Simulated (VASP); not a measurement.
Given:

```xyz
1
Lattice="0.0000 2.0583 2.0583 2.0583 0.0000 2.0583 2.0583 2.0583 0.0000" Properties=species:S:1:pos:R:3 pbc="T T T"
Au     0.0000     0.0000     0.0000
```

Level of theory: TPSS meta-GGA, VASP's PBE PAW potentials (set 64) (plane waves; VASP 6.6.1). Settings: 520 eV cut-off, 17×17×17 Γ-centred mesh, tetrahedra with Blöchl corrections, potentials Au.

### Question
Give the energies of bands 1 to 7 at the high-symmetry points, in eV from the Fermi level.

### Answer

| band | Γ | X | U | L | W |
|---|---|---|---|---|---|
| 1 | -9.68 | -6.99 | -6.38 | -7.19 | -5.92 |
| 2 | -4.65 | -6.65 | -5.77 | -4.70 | -5.10 |
| 3 | -4.65 | -2.09 | -3.81 | -4.70 | -5.10 |
| 4 | -4.65 | -1.73 | -2.93 | -2.04 | -3.34 |
| 5 | -3.20 | -1.73 | -2.16 | -2.04 | -1.73 |
| 6 | -3.20 | 1.07 | 3.83 | -0.94 | 4.68 |
| 7 | 14.50 | 5.65 | 4.60 | 2.97 | 6.23 |

It has no gap at this level: it comes out as a metal or semimetal.

The compound is Au in the fcc structure. It was relaxed first.
